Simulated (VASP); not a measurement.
Here is the system:

```xyz
2
Lattice="0.0000 2.0020 2.0020 2.0020 0.0000 2.0020 2.0020 2.0020 0.0000" Properties=species:S:1:pos:R:3 pbc="T T T"
Li     0.0000     0.0000     0.0000
F      2.0020     2.0020     2.0020
```

The numbers are results of PBEsol GGA, VASP's PBE PAW potentials (set 64) (plane waves; VASP 6.6.1), not measurements. Numerical set-up: 520 eV cut-off, 14×14×14 Γ-centred mesh, Gaussian smearing of 0.010 eV, potentials Li_sv F.

Problem. The job: LiF (rock salt), 2 atoms, PBEsol, optics run with many empty bands, 520 eV, 14×14×14 Γ-centred mesh. Roughly how much core time does it take on a busy server core?

Solution. About 30 core-seconds (one run on a shared machine, a rough figure). It had 104 irreducible k-points, 27 bands, up to 444 plane waves and 13 electronic steps.

The compound is LiF in the rock salt structure. It was relaxed first.
